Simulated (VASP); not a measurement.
# Adsorption sites of N on Co(0001), part 8 of 8

Where does N sit on Co(0001), and how strongly does it bind?

VASP 6.6.1, plane waves and PAW; the level of theory is named at each step.

Still holding for the runs below: The magnetic state follows from one typed start and may not be the lowest.

So far. Step 13 (Potential and states with the adsorbate, site fcc): The vacuum level lies 5.37 eV above the Fermi level at the upper face; the two faces differ by 0.57 eV, the step that the slab's dipole of 0.069 e·Å makes.

## Step 14: Relaxing the adsorbate, site hcp

Level of this step: RPBE, spin-polarised from a ferromagnetic start; plane waves and PAW (Co, N) (VASP).

INCAR

```
SYSTEM = Co12N
PREC = Normal
ENCUT = 440
EDIFF = 1E-05
NELM = 120
ISMEAR = 1
SIGMA = 0.15
LREAL = Auto
ALGO = Fast
GGA = RP
NBANDS = 90
ISPIN = 2
MAGMOM = 2 2 2 2 2 2 2 2 2 2 2 2 0
LASPH = .TRUE.
LMAXMIX = 4
LORBIT = 11
LWAVE = .FALSE.
LCHARG = .FALSE.
KPAR = 4
IBRION = 2
NSW = 50
ISIF = 2
EDIFFG = -0.03
POTIM = 0.4
MAXMIX = 40
IDIPOL = 3
LDIPOL = .TRUE.
DIPOL = 0.5 0.5 0.511
```

POSCAR

```
Co12N
1.0
    5.0237193640      0.0000000000      0.0000000000
    2.5118596820      4.3506685907      0.0000000000
    0.0000000000      0.0000000000     19.0686182875
Co N
12 1
Selective dynamics
Direct
    0.0000000000      0.0000000000      0.3933163800  F F F
    0.5000000000      0.0000000000      0.3933163800  F F F
    0.0000000000      0.5000000000      0.3933163800  F F F
    0.5000000000      0.5000000000      0.3933163800  F F F
    0.8333333300      0.3333333300      0.4979196800  T T T
    0.3333333300      0.3333333300      0.4979196800  T T T
    0.8333333300      0.8333333300      0.4979196800  T T T
    0.3333333300      0.8333333300      0.4979196800  T T T
    0.0000000000      0.0000000000      0.6029254200  T T T
    0.5000000000      0.0000000000      0.6029254200  T T T
    0.0000000000      0.5000000000      0.6029254200  T T T
    0.5000000000      0.5000000000      0.6029254200  T T T
    0.3333333300      0.3333333300      0.6632339300  T T T
```

KPOINTS

```
Automatic mesh
0
Gamma
6 6 1
0 0 0
```

Potentials, in the order of the species: Co and N (PBE family, release 64).

Started as:

```
> mpirun -np 4 vasp_std
```

The log of the run:

```text
[... set-up lines as in an earlier step ...]
 entering main loop
       N       E                     dE             d eps       ncg     rms          rms(c)
DAV:   1     0.848059634992E+03    0.84806E+03   -0.43008E+04  2520   0.111E+03
DAV:   2    -0.451468373599E+01   -0.85257E+03   -0.79001E+03  2520   0.284E+02
DAV:   3    -0.894505395764E+02   -0.84936E+02   -0.75912E+02  2962   0.116E+02
DAV:   4    -0.945431148940E+02   -0.50926E+01   -0.49677E+01  2766   0.278E+01
[...]
RMM:  36    -0.810245771695E+02   -0.66659E-04   -0.47518E-06  1511   0.458E-03    0.552E-03
RMM:  37    -0.810245968837E+02   -0.19714E-04   -0.21960E-06  1463   0.356E-03    0.215E-03
RMM:  38    -0.810245997038E+02   -0.28201E-05   -0.37766E-07  1147   0.247E-03
   1 F= -.81024600E+02 E0= -.81021772E+02  d E =-.810246E+02  mag=    18.5728
[... from here on, the cycles between the ionic steps are left out ...]
   2 F= -.81197976E+02 E0= -.81199394E+02  d E =-.173376E+00  mag=    18.2625
   3 F= -.81207651E+02 E0= -.81209919E+02  d E =-.183051E+00  mag=    18.2127
   4 F= -.81252314E+02 E0= -.81255289E+02  d E =-.446630E-01  mag=    18.2145
   5 F= -.81255344E+02 E0= -.81258580E+02  d E =-.476925E-01  mag=    18.2138
   6 F= -.81255359E+02 E0= -.81258616E+02  d E =-.477076E-01  mag=    18.2138
   7 F= -.81257657E+02 E0= -.81261100E+02  d E =-.229823E-02  mag=    18.1983
   8 F= -.81258797E+02 E0= -.81262435E+02  d E =-.343785E-02  mag=    18.1790
   9 F= -.81260606E+02 E0= -.81264214E+02  d E =-.180956E-02  mag=    18.1788
  10 F= -.81260990E+02 E0= -.81264590E+02  d E =-.219318E-02  mag=    18.1820
  11 F= -.81262045E+02 E0= -.81265737E+02  d E =-.105509E-02  mag=    18.1783
  12 F= -.81262671E+02 E0= -.81266465E+02  d E =-.168071E-02  mag=    18.1683
  13 F= -.81263008E+02 E0= -.81266824E+02  d E =-.337228E-03  mag=    18.1692
  14 F= -.81263079E+02 E0= -.81266921E+02  d E =-.408346E-03  mag=    18.1709
[...]
reached required accuracy - stopping structural energy minimisation
```

The job ended after 11 min (4 MPI ranks of Intel Xeon 6975P-C (Granite Rapids), shared host; peak memory 2.2 GiB; 37 min of CPU time).

Parts of OUTCAR (step 14):

```text
  Total       -2.6714957     -2.6714957     -0.5574577      0.0000000      0.0000000      0.0000000
  in kB      -10.2698586    -10.2698586     -2.1429986      0.0000000      0.0000000      0.0000000
  external PRESSURE =      -7.5609053 kB  Pullay stress =       0.0000000 kB

 POSITION                                       TOTAL-FORCE (eV/Angst)
 -----------------------------------------------------------------------------------
      0.00000      0.00000      7.50000         0.000000     -0.000000      0.058262
      2.51186      0.00000      7.50000         0.000000     -0.031041     -0.015290
      1.25593      2.17533      7.50000        -0.026883      0.015521     -0.015290
      3.76779      2.17533      7.50000         0.026883      0.015521     -0.015290
      5.02372      1.44850      9.47617         0.000000     -0.002445      0.017711
      2.51186      1.45022      9.44246         0.000000     -0.000000     -0.005221
      6.28114      3.62642      9.47617         0.002117      0.001222      0.017711
      3.76630      3.62642      9.47617        -0.002117      0.001222      0.017711
      5.02372      0.00000     11.40376         0.000000     -0.000000     -0.010230
      5.02372      4.31367     11.52863         0.000000      0.017426     -0.007419
      6.24761      2.19383     11.52863         0.015091     -0.008713     -0.007419
      3.79983      2.19383     11.52863        -0.015091     -0.008713     -0.007419
      2.51186      1.45022     12.48820         0.000000     -0.000000     -0.027815
 -----------------------------------------------------------------------------------
    total drift:                                0.000026      0.000015      0.090489

  FREE ENERGIE OF THE ION-ELECTRON SYSTEM (eV)
  ---------------------------------------------------
  free  energy   TOTEN  =       -81.2630788632 eV

  energy  without entropy=      -81.2746052563  energy(sigma->0) =      -81.26692099

 magnetization (x)
# of ion       s       p       d       tot
------------------------------------------
    1       -0.013  -0.047   1.811   1.751
    2       -0.012  -0.050   1.801   1.739
    3       -0.012  -0.050   1.801   1.739
    4       -0.012  -0.050   1.801   1.739
    5       -0.014  -0.052   1.746   1.680
    6       -0.016  -0.047   1.874   1.812
    7       -0.014  -0.052   1.746   1.680
    8       -0.014  -0.052   1.746   1.680
    9       -0.005  -0.019   1.832   1.807
   10       -0.005  -0.029   0.986   0.952
   11       -0.005  -0.029   0.986   0.952
   12       -0.005  -0.029   0.986   0.952
   13        0.002  -0.074   0.000  -0.072
--------------------------------------------------
tot         -0.126  -0.581  19.118  18.411

[... 3 parts as in an earlier step ...]

[... 1 further part left out ...]
[key lines of the parts left out:]
E-fermi :   0.0626
```

The steps of the relaxation:

| step | energy less that of the first step (eV) | largest force (eV/Å) |
| --- | --- | --- |
| 1 | 0.0000 | 2.0943 |
| 2 | -0.1734 | 0.5507 |
| 3 | -0.1831 | 0.7275 |
| 4 | -0.2277 | 0.2330 |
| 5 | -0.2307 | 0.1816 |
| 6 | -0.2308 | 0.1756 |
| 7 | -0.2331 | 0.1206 |
| 8 | -0.2342 | 0.0962 |
| 9 | -0.2360 | 0.0602 |
| 10 | -0.2364 | 0.0900 |
| 11 | -0.2374 | 0.0630 |
| 12 | -0.2381 | 0.0576 |
| 13 | -0.2384 | 0.0400 |
| 14 | -0.2385 | 0.0278 |

The atoms that moved most (Å):

| atom | dx | dy | dz | length |
| --- | --- | --- | --- | --- |
| N13 | 0.000 | 0.000 | -0.159 | 0.159 |
| Co9 | 0.000 | 0.000 | -0.093 | 0.093 |
| Co6 | 0.000 | 0.000 | -0.052 | 0.052 |
| Co10 | 0.000 | -0.037 | 0.032 | 0.049 |
| Co11 | -0.032 | 0.019 | 0.032 | 0.049 |
| Co12 | 0.032 | 0.019 | 0.032 | 0.049 |
| Co5 | 0.000 | -0.002 | -0.018 | 0.019 |
| Co7 | 0.001 | 0.001 | -0.018 | 0.019 |

The relaxed structure:

```cif
data_structure
_symmetry_space_group_name_H-M 'P 1'
_symmetry_Int_Tables_number 1
_cell_length_a 5.0237
_cell_length_b 5.0237
_cell_length_c 19.0686
_cell_angle_alpha 90.000
_cell_angle_beta 90.000
_cell_angle_gamma 60.000
_cell_volume 416.77
loop_
_atom_site_label
_atom_site_type_symbol
_atom_site_fract_x
_atom_site_fract_y
_atom_site_fract_z
_atom_site_occupancy
Co1 Co 0.00000 0.00000 0.39332 1
Co2 Co 0.50000 0.00000 0.39332 1
Co3 Co 0.00000 0.50000 0.39332 1
Co4 Co 0.50000 0.50000 0.39332 1
Co5 Co 0.83353 0.33294 0.49695 1
Co6 Co 0.33333 0.33333 0.49518 1
Co7 Co 0.83353 0.83353 0.49695 1
Co8 Co 0.33294 0.83353 0.49695 1
Co9 Co 0.00000 0.00000 0.59804 1
Co10 Co 0.50425 0.99150 0.60459 1
Co11 Co 0.99150 0.50425 0.60459 1
Co12 Co 0.50425 0.50425 0.60459 1
N13 N 0.33333 0.33333 0.65491 1
```

The run ended after 14 ionic steps, 0.238 eV below its first step, once the forces on the free atoms met EDIFFG = -0.03.

## Step 15: Potential and states with the adsorbate, site hcp

INCAR

```
SYSTEM = Co12N
PREC = Normal
ENCUT = 440
EDIFF = 1E-06
NELM = 120
ISMEAR = 1
SIGMA = 0.15
LREAL = Auto
ALGO = Fast
GGA = RP
NBANDS = 90
ISPIN = 2
MAGMOM = 2 2 2 2 2 2 2 2 2 2 2 2 0
LASPH = .TRUE.
LMAXMIX = 4
LORBIT = 11
LWAVE = .FALSE.
LCHARG = .FALSE.
KPAR = 4
IDIPOL = 3
LDIPOL = .TRUE.
DIPOL = 0.5 0.5 0.51
LVHAR = .TRUE.
LVACPOTAV = .TRUE.
NEDOS = 1500
```

POSCAR

```
Co12N
1.0
    5.0237193640      0.0000000000      0.0000000000
    2.5118596820      4.3506685907      0.0000000000
    0.0000000000      0.0000000000     19.0686182875
Co N
12 1
Selective dynamics
Direct
    0.0000000000      0.0000000000      0.3933163800  F F F
    0.5000000000      0.0000000000      0.3933163800  F F F
    0.0000000000      0.5000000000      0.3933163800  F F F
    0.5000000000      0.5000000000      0.3933163800  F F F
    0.8335309997      0.3329379906      0.4969511948  T T T
    0.3333333300      0.3333333300      0.4951830131  T T T
    0.8335309997      0.8335309997      0.4969511948  T T T
    0.3329379906      0.8335309997      0.4969511948  T T T
    0.0000000000      0.0000000000      0.5980379930  T T T
    0.5042523296      0.9914953407      0.6045866813  T T T
    0.9914953407      0.5042523296      0.6045866813  T T T
    0.5042523296      0.5042523296      0.6045866813  T T T
    0.3333333300      0.3333333300      0.6549083155  T T T
```

KPOINTS is that of step 14.

Started as:

```
> mpirun -np 4 vasp_std
```

The log of the run:

```text
[... set-up lines as in an earlier step ...]
 entering main loop
       N       E                     dE             d eps       ncg     rms          rms(c)
DAV:   1     0.851337616912E+03    0.85134E+03   -0.43044E+04  2520   0.111E+03
DAV:   2    -0.372714225005E+01   -0.85506E+03   -0.79241E+03  2522   0.284E+02
DAV:   3    -0.896838422607E+02   -0.85957E+02   -0.77290E+02  2982   0.117E+02
DAV:   4    -0.946499208857E+02   -0.49661E+01   -0.48758E+01  2742   0.278E+01
[...]
RMM:  40    -0.812630838672E+02   -0.11998E-05   -0.95730E-08  1906   0.135E-03    0.624E-04
RMM:  41    -0.812630849069E+02   -0.10397E-05   -0.62509E-08  1787   0.110E-03    0.473E-04
RMM:  42    -0.812630854402E+02   -0.53335E-06   -0.30010E-08  1571   0.781E-04
 [... a notice as in an earlier step ...]

   1 F= -.81263085E+02 E0= -.81266926E+02  d E =0.115204E-01  mag=    18.1709
```

It took 2.4 min on 4 MPI ranks; peak memory 2 GiB; 7.8 min of CPU time.

Parts of OUTCAR (step 15):

```text
  Total       -2.6392763     -2.6392763     -0.5245720      0.0000000      0.0000000      0.0000000
  in kB      -10.1459996    -10.1459996     -2.0165781      0.0000000      0.0000000      0.0000000
  external PRESSURE =      -7.4361925 kB  Pullay stress =       0.0000000 kB

 POSITION                                       TOTAL-FORCE (eV/Angst)
 -----------------------------------------------------------------------------------
      0.00000      0.00000      7.50000         0.000000      0.000000      0.059305
      2.51186      0.00000      7.50000         0.000000     -0.031012     -0.014375
      1.25593      2.17533      7.50000        -0.026857      0.015506     -0.014375
      3.76779      2.17533      7.50000         0.026857      0.015506     -0.014375
      5.02372      1.44850      9.47617         0.000000     -0.003539      0.016376
      2.51186      1.45022      9.44246         0.000000      0.000000     -0.005943
      6.28114      3.62642      9.47617         0.003065      0.001770      0.016376
      3.76630      3.62642      9.47617        -0.003065      0.001770      0.016376
      0.00000      0.00000     11.40376         0.000000      0.000000     -0.008167
      5.02372      4.31367     11.52863         0.000000      0.016715     -0.008004
      6.24761      2.19383     11.52863         0.014476     -0.008358     -0.008004
      3.79983      2.19383     11.52863        -0.014476     -0.008358     -0.008004
      2.51186      1.45022     12.48820         0.000000     -0.000000     -0.027185
 -----------------------------------------------------------------------------------
    total drift:                                0.000026      0.000015      0.080392

  FREE ENERGIE OF THE ION-ELECTRON SYSTEM (eV)
  ---------------------------------------------------
  free  energy   TOTEN  =       -81.2630854402 eV

  energy  without entropy=      -81.2746057955  energy(sigma->0) =      -81.26692556

 magnetization (x)
# of ion       s       p       d       tot
------------------------------------------
    1       -0.013  -0.047   1.811   1.751
    2       -0.012  -0.050   1.801   1.739
    3       -0.012  -0.050   1.801   1.739
    4       -0.012  -0.050   1.801   1.739
    5       -0.014  -0.052   1.746   1.680
    6       -0.016  -0.047   1.874   1.812
    7       -0.014  -0.052   1.746   1.680
    8       -0.014  -0.052   1.746   1.680
    9       -0.005  -0.019   1.832   1.808
   10       -0.005  -0.029   0.986   0.952
   11       -0.005  -0.029   0.986   0.952
   12       -0.005  -0.029   0.986   0.952
   13        0.002  -0.074   0.000  -0.072
--------------------------------------------------
tot         -0.126  -0.581  19.118  18.411

[... 2 parts as in an earlier step ...]

[... 1 further part left out ...]
[key lines of the parts left out:]
E-fermi :   0.0653
```

The map of layer states is cut here 0.5 eV above the Fermi level, so it leaves out the states above that.

At the end the adsorbate's closest contact with the slab is N-Co at 1.77 Å, 1.49 Å to the side of the slab's atom, and its lowest atom lies 0.96 Å above the highest atom of the slab.

The vacuum level lies 5.30 eV above the Fermi level at the upper face; the two faces differ by 0.49 eV, the step that the slab's dipole of 0.059 e·Å makes.

VASP counts the dipole in electrons times Å, so a positive number points the physical dipole along −c.

The program found no field-free point at its default tolerance, but its printed level agrees with the flat part of the planar average.

On this mesh the fine structure of the density of states is sampling noise, and high empty states may be cut by the number of bands.

## Step 16: The sites side by side

This step: adsorption sites, RPBE; plane waves and PAW (VASP 6.6.1).

No new run; the numbers come from the runs before.

The site's symmetry is kept, so a site may be a saddle point. All sites:

| site | adsorption energy (eV) | height over the top layer (Å) | shortest distance to the metal (Å) | bond in the molecule (Å) | change of the work function (eV) | sideways move (Å) |
| --- | --- | --- | --- | --- | --- | --- |
| ontop | 1.842 | 1.77 | 1.567 | - | 1.05 | 0 |
| bridge | -0.1394 | 0.9891 | 1.769 | - | 0.5363 | 0.73 |
| fcc | 0.009823 | 1.035 | 1.774 | - | 0.6069 | 0 |
| hcp | -0.1394 | 0.9908 | 1.77 | - | 0.5404 | 0 |

Each adsorption energy is the energy with the adsorbate less the clean slab (-72.998 eV) and the reference (-8.129 eV, half of N2).

## Step 17: What came out

- ontop start: 1.84 eV
- bridge start, slid off: -0.14 eV
- fcc start: 0.01 eV
- hcp start: -0.14 eV

Among the starts that kept their site, N is lowest at the hcp site of Co(0001), at -0.14 eV against half of N2; fcc lies 0.15 eV higher and ontop lies 1.98 eV higher. The bridge start slid 0.73 Å sideways and ended at -0.14 eV, so that site is no minimum and its row belongs to another place. At that site the work function rises by 0.54 eV from 4.76 eV. The bare lower face moves by +0.06 eV too, a measure of how thin the slab is. The clean slab ran with reciprocal-space projectors and the cells with the adsorbate with LREAL = Auto, which leaves a small offset in these differences. Symmetry was kept, so any start that stayed on its site may sit on a saddle point. The slab is thin, and zero-point and thermal parts are left out.

[Lines on the potential files, build, host, timing and source positions are cut from VASP's logs without a mark.]

[Logs are printed without paths, hosts, clocks, repeated set-up lines and the standing remarks that a program may print on its own settings, such as how far it seeks lower states.]

[Hosts, paths, dates, database ids (printed as entryN), source tags and the programs' standing remarks are cut or masked in the printed files.]

[Runs that stopped without an error message from VASP are left out.]
